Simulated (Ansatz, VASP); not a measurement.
# InP: VASP beside Ansatz, part 2 of 2

Aim: how closely do two programs agree when they are given the same cell, functional and k mesh? The cell is taken from a series of runs on this material, whose earlier steps may have relaxed, scaled, displaced or heated it; both programs get it as it stands.

VASP 6.6.1 and Ansatz 0.2.0.

So far: Starting point; Ansatz: single point, r2SCAN, spin-orbit coupling.

### 3. VASP: single point, r2SCAN, spin-orbit coupling

Level of this step: r2SCAN, spin-orbit coupling; plane waves and PAW (In_d, P) (VASP).

The same cell, functional, mesh and smearing now go to VASP, with its own data sets.

Lines of VASP's logs that name or quote its potential files are left out, and so is its time.

File INCAR:

```
SYSTEM = InP
PREC = Accurate
ENCUT = 440
EDIFF = 1E-06
NELM = 200
ISMEAR = 0
SIGMA = 0.01
LREAL = .FALSE.
ALGO = Normal
METAGGA = R2SCAN
LASPH = .TRUE.
LNONCOLLINEAR = .TRUE.
MAGMOM = 0 0 0 0 0 0
NBANDS = 30
GGA_COMPAT = .FALSE.
LSORBIT = .TRUE.
LORBIT = 11
LWAVE = .FALSE.
LCHARG = .FALSE.
ISIF = 2
EFERMI = MIDGAP
LMIXTAU = .TRUE.
```

File POSCAR:

```
InP
1.0
    0.0000000000      3.0106231562      3.0106231562
    3.0106231562      0.0000000000      3.0106231562
    3.0106231562      3.0106231562      0.0000000000
In P
1 1
Direct
    0.0000000000      0.0000000000      0.0000000000
    0.7500000000      0.7500000000      0.7500000000
```

File KPOINTS:

```
Automatic mesh
0
Gamma
6 6 6
0 0 0
```

Potentials, in the order of the species: In_d and P (PBE family, release 64).

Command:

```
> mpirun -np 1 vasp_ncl
```

Numbers of over 12 decimals in the logs are rounded to 6 here.

What it wrote:

```text
[banner, memory and clock lines left out]
running    1 mpi-ranks, on    1 nodes
 distrk:  each k-point on    1 cores,    1 groups
 distr:  one band on    1 cores,    1 groups

 POSCAR found type information on POSCAR InP
 POSCAR found :  2 types and       2 ions
|                                                                             |
|               ----> ADVICE to this user running VASP <----                  |
|                                                                             |
|     You enforced a specific xc type in the INCAR file but a different       |
|     [... a line on the potential file left out ...]
|     I HOPE YOU KNOW WHAT YOU ARE DOING!                                     |
|                                                                             |

 LDA part: xc-table for (None), standard interpolation
 POSCAR, INCAR and KPOINTS ok, starting setup
 FFT: planning ... GRIDC
 FFT: planning ... GRID_SOFT
 FFT: planning ... GRID
 WAVECAR not read
 entering main loop
       N       E                     dE             d eps       ncg     rms          rms(c)
DAV:   1     0.124778792775E+03    0.12478E+03   -0.74275E+03  1326   0.123E+03
DAV:   2    -0.192839977663E+02   -0.14406E+03   -0.13747E+03  1332   0.339E+02
DAV:   3    -0.351676447046E+02   -0.15884E+02   -0.15629E+02  1646   0.125E+02
DAV:   4    -0.358575884691E+02   -0.68994E+00   -0.68839E+00  1600   0.266E+01
DAV:   5    -0.359001873845E+02   -0.42599E-01   -0.42590E-01  2250   0.575E+00    0.667E+00
DAV:   6    -0.322582813146E+02    0.36419E+01   -0.20657E+00  1686   0.325E+01    0.375E+00
DAV:   7    -0.321166837230E+02    0.14160E+00   -0.69196E-01  1428   0.112E+01    0.206E+00
DAV:   8    -0.322154243128E+02   -0.98741E-01   -0.33601E-01  1332   0.682E+00    0.124E+00
DAV:   9    -0.322810398625E+02   -0.65616E-01   -0.90631E-02  1380   0.324E+00    0.686E-01
DAV:  10    -0.322088778427E+02    0.72162E-01   -0.32757E-02  1426   0.163E+00    0.319E-01
DAV:  11    -0.322845512373E+02   -0.75673E-01   -0.42965E-02  1320   0.193E+00    0.225E-01
DAV:  12    -0.322847156314E+02   -0.16439E-03   -0.10735E-03  1706   0.275E-01    0.213E-01
DAV:  13    -0.322845110363E+02    0.20460E-03   -0.65673E-05  1890   0.694E-02    0.270E-01
DAV:  14    -0.322848352306E+02   -0.32419E-03   -0.32269E-04  1512   0.140E-01    0.231E-01
DAV:  15    -0.322850993326E+02   -0.26410E-03   -0.11623E-04  1422   0.906E-02    0.233E-01
DAV:  16    -0.322852786838E+02   -0.17935E-03   -0.17052E-04  1392   0.126E-01    0.308E-01
DAV:  17    -0.322852820685E+02   -0.33846E-05   -0.22335E-05  1632   0.477E-02    0.348E-01
DAV:  18    -0.322852821503E+02   -0.81808E-07   -0.13570E-06  1474   0.807E-03
   1 F= -.32285282E+02 E0= -.32285282E+02  d E =0.000000E+00  mag=     0.0000     0.0000     0.0000
```

OUTCAR, selected parts (step 3):

```text
ion  position               nearest neighbor table
   1  0.000  0.000  0.000-   2 2.61   2 2.61   2 2.61   2 2.61
   2  0.750  0.750  0.750-   1 2.61   1 2.61   1 2.61   1 2.61

  LATTYP: Found a face centered cubic cell.
 ALAT       =     6.0212463124

 Subroutine GETGRP returns: Found 24 space group operations
 (whereof 24 operations were pure point group operations)

The static configuration has the point symmetry T_d .

 Found     22 irreducible k-points:

   k-points           NKPTS =     22   k-points in BZ     NKDIM =     22   number of bands    NBANDS=     30

   dimension x,y,z NGX =    30 NGY =   30 NGZ =   30
   dimension x,y,z NGXF=    60 NGYF=   60 NGZF=   60

   ENCUT  =  440.0 eV  32.34 Ry    5.69 a.u.   7.28  7.28  7.28*2*pi/ulx,y,z

   NELECT =      18.0000    total number of electrons

 k-points in reciprocal lattice and weights: Automatic mesh
   0.00000000  0.00000000  0.00000000       0.005
   0.16666667  0.00000000  0.00000000       0.019
  -0.16666667  0.00000000  0.00000000       0.019
   0.33333333  0.00000000  0.00000000       0.019
  -0.33333333  0.00000000  0.00000000       0.019
   0.50000000  0.00000000  0.00000000       0.019
   0.16666667  0.16666667  0.00000000       0.028
   0.33333333  0.16666667  0.00000000       0.056
  -0.33333333 -0.16666667  0.00000000       0.056
[...]
-0.33333333  0.33333333  0.16666667       0.111
  -0.33333333  0.50000000  0.16666667       0.056

 average (electrostatic) potential at core
       1-102.0225       2 -86.5286

 E-fermi :   4.5275

 k-point     1 :       0.0000    0.0000    0.0000
  band No.  band energies     occupation
    ...
     14       4.1066      1.00000
     15       4.1970      1.00000
     16       4.1970      1.00000
     17       4.1970      1.00000
     18       4.1970      1.00000
     19       4.8580      0.00000
     20       4.8580      0.00000
     21       8.3010      0.00000
     22       8.3010      0.00000
     23       8.7267      0.00000
    ...

 k-point     2 :       0.1667    0.0000    0.0000
  band No.  band energies     occupation
    ...
     14       2.0368      1.00000
     15       3.8542      1.00000
     16       3.8542      1.00000
     17       3.9235      1.00000
     18       3.9348      1.00000
     19       6.0300      0.00000
     20       6.0300      0.00000
     21       8.7444      0.00000
     22       8.7444      0.00000
     23       9.0207      0.00000
    ...

 k-point     3 :      -0.1667    0.0000    0.0000
  band No.  band energies     occupation
    ...
     14       2.0368      1.00000
     15       3.8542      1.00000
     16       3.8542      1.00000
     17       3.9235      1.00000
     18       3.9348      1.00000
     19       6.0300      0.00000
     20       6.0300      0.00000
     21       8.7444      0.00000
     22       8.7444      0.00000
     23       9.0207      0.00000
    ...

  Total       -1.1377646     -1.1377646     -1.1377646     -0.0000000      0.0000000     -0.0000000
  in kB      -33.4013343    -33.4013343    -33.4013343     -0.0000000      0.0000000     -0.0000000
  external PRESSURE =     -33.4013343 kB  Pullay stress =       0.0000000 kB

  energy-cutoff  :      440.00
  volume of cell :       54.58
      direct lattice vectors                 reciprocal lattice vectors
     0.000000000  3.010623156  3.010623156    -0.166078574  0.166078574  0.166078574
     3.010623156  0.000000000  3.010623156     0.166078574 -0.166078574  0.166078574
     3.010623156  3.010623156  0.000000000     0.166078574  0.166078574 -0.166078574

 POSITION                                       TOTAL-FORCE (eV/Angst)
 -----------------------------------------------------------------------------------
      0.00000      0.00000      0.00000         0.000000      0.000000      0.000000
      4.51593      4.51593      4.51593        -0.000000     -0.000000     -0.000000
 -----------------------------------------------------------------------------------
    total drift:                                0.000000      0.000000      0.000000

  FREE ENERGIE OF THE ION-ELECTRON SYSTEM (eV)
  ---------------------------------------------------
  free  energy   TOTEN  =       -32.2852821503 eV

  energy  without entropy=      -32.2852821503  energy(sigma->0) =      -32.28528215

 Spin-Orbit-Coupling matrix elements
 Ion:    1  E_soc:     -0.0657509
 Ion:    2  E_soc:     -0.0010214

 total charge
# of ion       s       p       d       tot
------------------------------------------
    1        0.812   0.724   9.892  11.428
    2        1.021   1.470   0.000   2.491
--------------------------------------------------
tot          1.833   2.194   9.892  13.919

 magnetization (x)
# of ion       s       p       d       tot
------------------------------------------
    1       -0.000  -0.000   0.000  -0.000
    2        0.000   0.000   0.000   0.000
--------------------------------------------------
tot          0.000  -0.000   0.000   0.000

 magnetization (y)
# of ion       s       p       d       tot
------------------------------------------
    1       -0.000   0.000   0.000  -0.000
    2       -0.000  -0.000   0.000  -0.000
--------------------------------------------------
tot         -0.000  -0.000   0.000  -0.000

 magnetization (z)
# of ion       s       p       d       tot
------------------------------------------
    1       -0.000   0.000   0.000   0.000
    2        0.000   0.000   0.000   0.000
--------------------------------------------------
tot          0.000   0.000   0.000   0.000

[... 3 further parts left out ...]
```

The run ends at a pressure of -3.34 GPa.

### 4. Side by side

Known differences besides the potentials themselves: spin-orbit coupling enters by fully relativistic files in Ansatz and inside the spheres in VASP; VASP keeps PBE cores, Ansatz makes them for the functional; the cutoff is 500 eV in Ansatz and 440 eV in VASP. Total energies have different zeros and are not compared.

Compared:

```
              quantity  Ansatz   VASP  difference
gap on the k mesh (eV)   0.660  0.661      -0.001
```

A gap on the mesh is an upper bound, since the band edges may lie between its points.

### 5. Outcome

```json
{"difference in gap on the k mesh (single point, r2SCAN, spin-orbit coupling)": "-5.0e-4 eV"}
```

**Reading.** The difference in gap on the k mesh is -5.0e-4 eV (single point, r2SCAN, spin-orbit coupling), within the 0.08 eV picked in this series as the mark of a large difference. How closely two codes agree says nothing of how well the functional describes the real material.

[Lines on the potential files, build, host, timing and source positions are cut from VASP's logs without a mark.]

[Logs are printed without paths, hosts, clocks, repeated set-up lines and the standing remarks that a program may print on its own settings, such as how far it seeks lower states.]

[Hosts, paths, dates, database ids (printed as entryN), source tags and the programs' standing remarks are cut or masked in the printed files.]
